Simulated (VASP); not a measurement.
Given:

```yaml
crystal:
  lattice:
    - [0.00000, 2.15203, 2.15203]
    - [2.15203, 0.00000, 2.15203]
    - [2.15203, 2.15203, 0.00000]
  atoms:
    - { symbol: Si, position: [0.00000, 0.00000, 0.00000] }
    - { symbol: C, position: [0.25000, 0.25000, 0.25000] }
```

These are revPBE GGA, VASP's PBE PAW potentials (set 64) (plane waves; VASP 6.6.1) values and carry that method's errors. Numerical set-up: 520 eV cut-off, 10×10×10 Γ-centred mesh, Gaussian smearing of 0.050 eV, potentials Si C.

**Question.** Give the stress tensor in GPa (positive for a compressed cell).

**Answer.** 
```
14.46   0.00   0.00
 0.00  14.46   0.00
 0.00   0.00  14.46
```
The pressure is its mean diagonal, 14.46 GPa.

The compound is SiC in the zinc blende structure. This cell is one point of a volume scan, at 0.94 of the reference volume.
